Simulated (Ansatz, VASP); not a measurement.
# Si3N4 (amorphous silicon nitride) in two plane-wave programs, part 2 of 4

Aim: how closely do two programs agree when they are given the same cell, functional and k mesh? The structure shown is the end of the Ansatz relaxation below.

VASP 6.6.1 and Ansatz 0.2.0.

So far: Set-up; Ansatz: relaxation, PBE.

### Step 3. VASP: single point, PBE, pair 1

Level of this step: PBE; plane waves and PAW (Si, N) (VASP).

The same cell, functional and mesh now go to VASP, with its own data sets.

Lines of VASP's logs that name or quote its potential files are left out, and so is its time.

INCAR reads:

```
SYSTEM = Si3N4
PREC = Accurate
ENCUT = 600
EDIFF = 1E-06
NELM = 120
ISMEAR = 0
SIGMA = 0.01
LREAL = Auto
ALGO = Normal
GGA = PE
NBANDS = 232
LORBIT = 11
LWAVE = .FALSE.
LCHARG = .FALSE.
ISIF = 2
LASPH = .TRUE.
GGA_COMPAT = .FALSE.
EFERMI = MIDGAP
NCORE = 2
```

POSCAR reads:

```
Si3N4
1.0
    9.4255100000      0.0000000000      0.0000000000
    0.0000000000      9.4414800000      0.0000000000
    0.0000000000      0.0000000000      9.4890800000
Si N
33 44
Direct
    0.3322400000      0.0167100000      0.2794300000
    0.6322800000      0.2588500000      0.3067300000
    0.7573800000      0.0568900000      0.7469000000
    0.1352500000      0.0433800000      0.4616200000
    0.4693100000      0.6105400000      0.9034100000
    0.4195200000      0.2101100000      0.5325500000
    0.4466100000      0.3414300000      0.0361200000
    0.4593200000      0.5545600000      0.2213700000
    0.8697400000      0.7297800000      0.4529100000
    0.2370800000      0.2993200000      0.2666900000
    0.5053900000      0.8526200000      0.7228300000
    0.3910800000      0.8445200000      0.0464900000
    0.2276300000      0.6891200000      0.7296400000
    0.1751200000      0.5363800000      0.0234200000
    0.6665500000      0.1379700000      0.0230800000
    0.7194300000      0.6409100000      0.6969200000
    0.9548800000      0.8311300000      0.7634700000
    0.1529600000      0.0545600000      0.0374500000
    0.0472400000      0.8120700000      0.0634200000
    0.6872300000      0.0051100000      0.4692600000
    0.3793700000      0.0864900000      0.8446100000
    0.6344900000      0.8031800000      0.2211000000
    0.7169400000      0.5536000000      0.4066300000
    0.1202900000      0.0272200000      0.7138300000
    0.9810800000      0.4708400000      0.7540800000
    0.6942900000      0.3697500000      0.8324200000
    0.7329700000      0.8237600000      0.9744000000
    0.1870600000      0.7124500000      0.3232000000
    0.9081700000      0.1063500000      0.2144600000
    0.4358700000      0.5673000000      0.5263900000
    0.8136800000      0.2824800000      0.5473300000
    0.0687200000      0.4905400000      0.4923800000
    0.9374000000      0.3185000000      0.0402400000
    0.7184600000      0.2369500000      0.7030500000
    0.8567000000      0.7442600000      0.6382200000
    0.5189500000      0.3630200000      0.2057300000
    0.9600700000      0.3754200000      0.5950500000
    0.2924300000      0.4228700000      0.1116200000
    0.5596100000      0.1357500000      0.4244300000
    0.1905900000      0.1059600000      0.8686300000
    0.5368600000      0.4429300000      0.9036700000
    0.3909500000      0.7122000000      0.6482100000
    0.1158800000      0.5600500000      0.6655500000
    0.6173500000      0.5985700000      0.5550100000
    0.6450300000      0.9488200000      0.6406700000
    0.7137300000      0.9995800000      0.9193000000
    0.0330900000      0.4385500000      0.9382200000
    0.2844800000      0.1570700000      0.4067700000
    0.7726700000      0.2858200000      0.9737600000
    0.7408900000      0.3712400000      0.4018100000
    0.6266700000      0.6217800000      0.2646300000
    0.9128600000      0.7700000000      0.9355300000
    0.1267100000      0.4028500000      0.3513700000
    0.2489300000      0.1435500000      0.1611500000
    0.4241600000      0.3892900000      0.5311300000
    0.4895000000      0.1758200000      0.9731900000
    0.4279100000      0.9118600000      0.8777100000
    0.1332100000      0.8416500000      0.7356300000
    0.8009400000      0.5076500000      0.7858900000
    0.8422300000      0.1124300000      0.4816200000
    0.7263600000      0.1354100000      0.1978800000
    0.2110900000      0.9005000000      0.3590300000
    0.2155500000      0.8841900000      0.0497200000
    0.6154500000      0.7246200000      0.8307300000
    0.4593400000      0.6763700000      0.0731600000
    0.3887900000      0.0936300000      0.6681300000
    0.2798100000      0.6131700000      0.8873600000
    0.2418800000      0.3380100000      0.7149700000
    0.7462900000      0.8624600000      0.3645400000
    0.3517500000      0.6235300000      0.3588800000
    0.9620100000      0.0877600000      0.3892400000
    0.9344400000      0.0127900000      0.7460800000
    0.2909400000      0.3486000000      0.8205900000
    0.4730300000      0.9196800000      0.1986400000
    0.0418900000      0.6718000000      0.4255900000
    0.9883400000      0.9906800000      0.1037900000
    0.1098200000      0.6597500000      0.1489900000
```

KPOINTS reads:

```
Automatic mesh
0
Gamma
1 1 1
0 0 0
```

Potentials, in the order of the species: Si and N (PBE family, release 64).

Started as:

```bash
$ mpirun -np 8 vasp_gam
```

Numbers of over 12 decimals in the logs are rounded to 6 here.

Output:

```text
[banner, memory and clock lines left out]
running    8 mpi-ranks, on    1 nodes
[...]
LDA part: xc-table for (Slater+PW92), standard interpolation
 POSCAR, INCAR and KPOINTS ok, starting setup
[...]
entering main loop
       N       E                     dE             d eps       ncg     rms          rms(c)
DAV:   1     0.289210798142E+04    0.28921E+04   -0.21613E+05   464   0.168E+03
DAV:   2    -0.379194605414E+03   -0.32713E+04   -0.30852E+04   584   0.377E+02
DAV:   3    -0.673804609729E+03   -0.29461E+03   -0.29126E+03   560   0.123E+02
DAV:   4    -0.681415927418E+03   -0.76113E+01   -0.75515E+01   560   0.197E+01
[...]
DAV:  16    -0.592397072785E+03   -0.13577E-04   -0.12104E-05   552   0.889E-03    0.690E-03
DAV:  17    -0.592397079348E+03   -0.65629E-05   -0.72541E-06   480   0.606E-03    0.297E-03
DAV:  18    -0.592397079921E+03   -0.57377E-06   -0.71769E-07   376   0.236E-03
   1 F= -.59239708E+03 E0= -.59239708E+03  d E =0.000000E+00
```

OUTCAR, selected parts (step 3):

```text
  FREE ENERGIE OF THE ION-ELECTRON SYSTEM (eV)
  ---------------------------------------------------
  free  energy   TOTEN  =      -592.3970799214 eV

  energy  without entropy=     -592.3970799214  energy(sigma->0) =     -592.39707992

[... 1 further part left out ...]
```

The run ends at a pressure of -0.21 GPa, with forces up to 1.5 eV/Å.

### Step 4. Comparison

Known differences besides the potentials themselves: fixed occupations in Ansatz, narrow Gaussian smearing in VASP; the cutoff is 350 eV in Ansatz and 600 eV in VASP (PREC = Accurate, projectors in real space); Ansatz's log warns that its cutoff lies below the recommended one. Total energies have different zeros and are not compared.

Both answers:

| quantity | Ansatz | VASP | difference |
| --- | --- | --- | --- |
| pressure (GPa) | -0.03 | -0.21 | +0.18 |
| gap on the k mesh (eV) | 1.737 | 1.722 | +0.015 |

Forces on 7 of the 77 atoms, those with the largest forces and the largest differences (eV/Å; atoms numbered as in POSCAR):

```csv
atom,"Ansatz x, y, z","VASP x, y, z"
Si10,"0.013, -0.020, 0.000","0.014, -0.018, -0.016"
Si21,"-0.001, -0.002, 0.015","0.009, -0.014, 0.032"
Si22,"0.007, 0.001, -0.011","0.015, -0.005, -0.023"
N60,"-0.001, 0.002, 0.000","-0.038, 0.012, 0.012"
N68,"0.015, 0.013, 0.027","-0.642, -0.134, -1.397"
N71,"0.013, -0.003, 0.005","0.034, -0.002, -0.013"
N73,"-0.011, -0.016, -0.031","0.650, 0.130, 1.398"
```

The forces differ by 147 meV/Å r.m.s., where the r.m.s. force is 0.009 eV/Å in Ansatz and 0.144 eV/Å in VASP: the atoms lie near their places of rest in Ansatz, so a percentage would say little (all taken over all components). A gap on the mesh is an upper bound, since the band edges may lie between its points.

### Step 5. Ansatz: relaxation, PBEsol

This run makes the geometry at which the two programs are then compared. The cell compared in this pair holds 826.30 Å³, against 844.44 Å³ for the pair before.

The structure compared here is the end of the Ansatz relaxation.

input.yaml reads:

```yaml
crystal:
  lattice:
    - [9.42551, 0.0, 0.0]
    - [0.0, 9.44148, 0.0]
    - [0.0, 0.0, 9.48908]
  atoms:
    - { symbol: Si, position: [0.33224, 0.01671, 0.27943] }
    - { symbol: Si, position: [0.63228, 0.25885, 0.30673] }
    - { symbol: Si, position: [0.75738, 0.05689, 0.7469] }
    - { symbol: Si, position: [0.13525, 0.04338, 0.46162] }
    - { symbol: Si, position: [0.46931, 0.61054, 0.90341] }
    - { symbol: Si, position: [0.41952, 0.21011, 0.53255] }
    - { symbol: Si, position: [0.44661, 0.34143, 0.03612] }
    - { symbol: Si, position: [0.45932, 0.55456, 0.22137] }
    - { symbol: Si, position: [0.86974, 0.72978, 0.45291] }
    - { symbol: Si, position: [0.23708, 0.29932, 0.26669] }
    - { symbol: Si, position: [0.50539, 0.85262, 0.72283] }
    - { symbol: Si, position: [0.39108, 0.84452, 0.04649] }
    - { symbol: Si, position: [0.22763, 0.68912, 0.72964] }
    - { symbol: Si, position: [0.17512, 0.53638, 0.02342] }
    - { symbol: Si, position: [0.66655, 0.13797, 0.02308] }
    - { symbol: Si, position: [0.71943, 0.64091, 0.69692] }
    - { symbol: Si, position: [0.95488, 0.83113, 0.76347] }
    - { symbol: Si, position: [0.15296, 0.05456, 0.03745] }
    - { symbol: Si, position: [0.04724, 0.81207, 0.06342] }
    - { symbol: Si, position: [0.68723, 0.00511, 0.46926] }
    - { symbol: Si, position: [0.37937, 0.08649, 0.84461] }
    - { symbol: Si, position: [0.63449, 0.80318, 0.2211] }
    - { symbol: Si, position: [0.71694, 0.5536, 0.40663] }
    - { symbol: Si, position: [0.12029, 0.02722, 0.71383] }
    - { symbol: Si, position: [0.98108, 0.47084, 0.75408] }
    - { symbol: Si, position: [0.69429, 0.36975, 0.83242] }
    - { symbol: Si, position: [0.73297, 0.82376, 0.9744] }
    - { symbol: Si, position: [0.18706, 0.71245, 0.3232] }
    - { symbol: Si, position: [0.90817, 0.10635, 0.21446] }
    - { symbol: Si, position: [0.43587, 0.5673, 0.52639] }
    - { symbol: Si, position: [0.81368, 0.28248, 0.54733] }
    - { symbol: Si, position: [0.06872, 0.49054, 0.49238] }
    - { symbol: Si, position: [0.9374, 0.3185, 0.04024] }
    - { symbol: "N", position: [0.71846, 0.23695, 0.70305] }
    - { symbol: "N", position: [0.8567, 0.74426, 0.63822] }
    - { symbol: "N", position: [0.51895, 0.36302, 0.20573] }
    - { symbol: "N", position: [0.96007, 0.37542, 0.59505] }
    - { symbol: "N", position: [0.29243, 0.42287, 0.11162] }
    - { symbol: "N", position: [0.55961, 0.13575, 0.42443] }
    - { symbol: "N", position: [0.19059, 0.10596, 0.86863] }
    - { symbol: "N", position: [0.53686, 0.44293, 0.90367] }
    - { symbol: "N", position: [0.39095, 0.7122, 0.64821] }
    - { symbol: "N", position: [0.11588, 0.56005, 0.66555] }
    - { symbol: "N", position: [0.61735, 0.59857, 0.55501] }
    - { symbol: "N", position: [0.64503, 0.94882, 0.64067] }
    - { symbol: "N", position: [0.71373, 0.99958, 0.9193] }
    - { symbol: "N", position: [0.03309, 0.43855, 0.93822] }
    - { symbol: "N", position: [0.28448, 0.15707, 0.40677] }
    - { symbol: "N", position: [0.77267, 0.28582, 0.97376] }
    - { symbol: "N", position: [0.74089, 0.37124, 0.40181] }
    - { symbol: "N", position: [0.62667, 0.62178, 0.26463] }
    - { symbol: "N", position: [0.91286, 0.77, 0.93553] }
    - { symbol: "N", position: [0.12671, 0.40285, 0.35137] }
    - { symbol: "N", position: [0.24893, 0.14355, 0.16115] }
    - { symbol: "N", position: [0.42416, 0.38929, 0.53113] }
    - { symbol: "N", position: [0.4895, 0.17582, 0.97319] }
    - { symbol: "N", position: [0.42791, 0.91186, 0.87771] }
    - { symbol: "N", position: [0.13321, 0.84165, 0.73563] }
    - { symbol: "N", position: [0.80094, 0.50765, 0.78589] }
    - { symbol: "N", position: [0.84223, 0.11243, 0.48162] }
    - { symbol: "N", position: [0.72636, 0.13541, 0.19788] }
    - { symbol: "N", position: [0.21109, 0.9005, 0.35903] }
    - { symbol: "N", position: [0.21555, 0.88419, 0.04972] }
    - { symbol: "N", position: [0.61545, 0.72462, 0.83073] }
    - { symbol: "N", position: [0.45934, 0.67637, 0.07316] }
    - { symbol: "N", position: [0.38879, 0.09363, 0.66813] }
    - { symbol: "N", position: [0.27981, 0.61317, 0.88736] }
    - { symbol: "N", position: [0.24188, 0.33801, 0.71497] }
    - { symbol: "N", position: [0.74629, 0.86246, 0.36454] }
    - { symbol: "N", position: [0.35175, 0.62353, 0.35888] }
    - { symbol: "N", position: [0.96201, 0.08776, 0.38924] }
    - { symbol: "N", position: [0.93444, 0.01279, 0.74608] }
    - { symbol: "N", position: [0.29094, 0.3486, 0.82059] }
    - { symbol: "N", position: [0.47303, 0.91968, 0.19864] }
    - { symbol: "N", position: [0.04189, 0.6718, 0.42559] }
    - { symbol: "N", position: [0.98834, 0.99068, 0.10379] }
    - { symbol: "N", position: [0.10982, 0.65975, 0.14899] }
kpoints:
  mp_grid: { grid: [1, 1, 1] }
hamiltonian:
  xc: pbesol
scf:
  occupations: { method: fixed }
output:
  forces: true
  stress: true
relax:
  f_tol: 0.04
  max_steps: 60
  cell: { stress_tol: 0.1, fix: [alpha, beta, gamma] }
```

Started as:

```bash
$ ansatz run input.yaml --threads 4 --pin off --max-ram 15360MiB --backend cpu --events-out ev --progress --plain --runs-dir out
```

Output:

```text
[...]
Crystal: 77 atoms, lattice volume = 844.440 Å³
Basis set: ecut = 420 eV, 16535 PW (Γ), exchange–correlation on 128×128×128 points (8 copies of the dense FFT grid, shifted against one another)
Bands: 253, of which v1, the nominal top of the filled ones, is band 176 counted from 1 (175 counted from 0)
Symmetry: 1 space group operations
[...]
k-points: 1
[...]
- { symbol: N, position: [0.516066, 0.359914, 0.205920] }
    - { symbol: N, position: [0.961511, 0.373172, 0.595573] }
    - { symbol: N, position: [0.293707, 0.427399, 0.113634] }
    - { symbol: N, position: [0.556330, 0.132637, 0.423412] }
    - { symbol: N, position: [0.189623, 0.108336, 0.868884] }
    - { symbol: N, position: [0.536970, 0.443724, 0.903817] }
[...]
- { symbol: N, position: [0.474940, 0.920658, 0.197987] }
    - { symbol: N, position: [0.043681, 0.673955, 0.427977] }
    - { symbol: N, position: [0.986982, 0.991304, 0.103094] }
    - { symbol: N, position: [0.108853, 0.661017, 0.150523] }
[key lines of the parts left out:]
P = ⅓ Tr σ = -0.0108 GPa (-0.108 kbar)
```

[end of part 2 of 4]

[Lines on the potential files, build, host, timing and source positions are cut from VASP's logs without a mark.]

[Logs are printed without paths, hosts, clocks, repeated set-up lines and the standing remarks that a program may print on its own settings, such as how far it seeks lower states.]

[Hosts, paths, dates, database ids (printed as entryN), source tags and the programs' standing remarks are cut or masked in the printed files.]
